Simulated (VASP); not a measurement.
Output of a VASP run:

File OSZICAR:
```
       N       E                     dE             d eps       ncg     rms          rms(c)
DAV:   1     0.171460236861E+03    0.17146E+03   -0.12229E+04  5616   0.130E+03
DAV:   2    -0.188191772346E+02   -0.19028E+03   -0.17940E+03  5601   0.281E+02
DAV:   3    -0.271883613623E+02   -0.83692E+01   -0.80463E+01  6772   0.766E+01
DAV:   4    -0.273199544309E+02   -0.13159E+00   -0.13138E+00  6073   0.883E+00
DAV:   5    -0.273248241374E+02   -0.48697E-02   -0.48695E-02  7884   0.147E+00    0.184E+01
DAV:   6    -0.279362782882E+02   -0.61145E+00   -0.32211E+01  6212   0.833E+01    0.144E+01
DAV:   7    -0.255787938091E+02    0.23575E+01   -0.80014E+00  6530   0.483E+01    0.548E+00
DAV:   8    -0.261476392392E+02   -0.56885E+00   -0.27371E+00  7341   0.301E+01    0.157E+01
DAV:   9    -0.255483113120E+02    0.59933E+00   -0.49015E+00  6485   0.227E+01    0.259E+00
DAV:  10    -0.255441319833E+02    0.41793E-02   -0.75074E-02  5985   0.314E+00    0.113E+00
DAV:  11    -0.255387297938E+02    0.54022E-02   -0.81639E-03  7491   0.141E+00    0.352E-01
DAV:  12    -0.255386363218E+02    0.93472E-04   -0.24129E-03  7610   0.495E-01    0.132E-01
DAV:  13    -0.255386426835E+02   -0.63617E-05   -0.31833E-04  5941   0.197E-01    0.609E-02
DAV:  14    -0.255386429947E+02   -0.31114E-06   -0.11826E-05  7834   0.523E-02    0.289E-02
DAV:  15    -0.255386391410E+02    0.38537E-05   -0.47112E-06  5683   0.204E-02    0.974E-03
DAV:  16    -0.255386380198E+02    0.11212E-05   -0.11282E-06  3066   0.182E-02    0.387E-03
DAV:  17    -0.255386378527E+02    0.16707E-06   -0.35715E-07  2971   0.587E-03
   1 F= -.25538638E+02 E0= -.25536673E+02  d E =-.392883E-02  mag=     4.4261
```

File OUTCAR:
```
------------------------ aborting loop because EDIFF is reached ----------------------------------------
  FORCE on cell =-STRESS in cart. coord.  units (eV):
  Direction    XX          YY          ZZ          XY          YZ          ZX
  --------------------------------------------------------------------------------------
  Total       -2.4342940     -2.4342940     -2.4342940     -0.0000000      0.0000000      0.0000000
  in kB      -78.8208871    -78.8208871    -78.8208871     -0.0000000      0.0000000      0.0000000
  external PRESSURE =     -78.8208871 kB  Pullay stress =       0.0000000 kB
  volume of cell :       49.48
      direct lattice vectors                 reciprocal lattice vectors
     0.000000000  2.913874000  2.913874000    -0.171592869  0.171592869  0.171592869
     2.913874000  0.000000000  2.913874000     0.171592869 -0.171592869  0.171592869
     2.913874000  2.913874000  0.000000000     0.171592869  0.171592869 -0.171592869
 POSITION                                       TOTAL-FORCE (eV/Angst)
 -----------------------------------------------------------------------------------
      0.00000      0.00000      0.00000         0.000000      0.000000     -0.000000
      2.91387      2.91387      2.91387         0.000000      0.000000     -0.000000
      1.45694      1.45694      1.45694        -0.000000     -0.000000      0.000000
      4.37081      4.37081      4.37081         0.000000      0.000000     -0.000000
 -----------------------------------------------------------------------------------
    total drift:                                0.000000      0.000000      0.000000
  FREE ENERGIE OF THE ION-ELECTRON SYSTEM (eV)
  ---------------------------------------------------
  free  energy   TOTEN  =       -25.5386378527 eV

  energy  without entropy=      -25.5347090217  energy(sigma->0) =      -25.53667344

 total charge

# of ion       s       p       d       tot
------------------------------------------
    1        1.210   1.403   0.114   2.727
    2        0.407   0.404   7.321   8.133
    3        0.394   0.433   7.360   8.188
    4        0.394   0.433   7.360   8.188
--------------------------------------------------
tot          2.404   2.674  22.156  27.234

 magnetization (x)

# of ion       s       p       d       tot
------------------------------------------
    1        0.021   0.019  -0.013   0.028
    2       -0.003  -0.010   1.599   1.586
    3        0.006  -0.010   1.444   1.440
    4        0.006  -0.010   1.444   1.440
--------------------------------------------------
tot          0.031  -0.012   4.474   4.494
```
(Selected blocks of OUTCAR.)

File POSCAR:
```
Co3As
1
    0.0000000000     2.9138740000     2.9138740000
    2.9138740000     0.0000000000     2.9138740000
    2.9138740000     2.9138740000     0.0000000000
As Co
1 3
Direct
  0.0000000000   0.0000000000   0.0000000000
  0.5000000000   0.5000000000   0.5000000000
  0.2500000000   0.2500000000   0.2500000000
  0.7500000000   0.7500000000   0.7500000000
```

Task: Reconstruct the remaining input files.

Result: One answer among several that fit: the input of the run itself, PBE GGA, plane waves, VASP's PBE PAW potentials (set 64).

### KPOINTS
```
Automatic mesh
0
G
  11 11 11
```

**INCAR**
```
PREC=Accurate
GGA=PE
ISIF=2   ! forces and stress, cell fixed
MAGMOM=0.0 3.0 3.0 3.0
LWAVE=.False.
EDIFF=1E-6
ENCUT=400   ! plane-wave cut-off (eV)
LMAXMIX=4   ! l cut-off of mixed one-centre charges
NELM=100   ! most electronic steps
SIGMA=0.05   ! width (eV)
ALGO=Normal
LORBIT=10
LASPH=.True.   ! aspherical one-centre terms
ISMEAR=0
SYSTEM=Co3As
ISPIN=2   ! spin-polarised
LCHARG=.False.
LREAL=.False.   ! projection in real space or not
```

POTCAR, in this order: As Co (PBE.64 set). Program: vasp_std.

The structure was generated: Co3As was put into the D03 type (Fm-3m), which need not be its known phase. The cell was not relaxed at this level. The run is one of a series of settings (KPOINTS 11×11×11 Γ-centred mesh against the base run), some of them coarse on purpose.
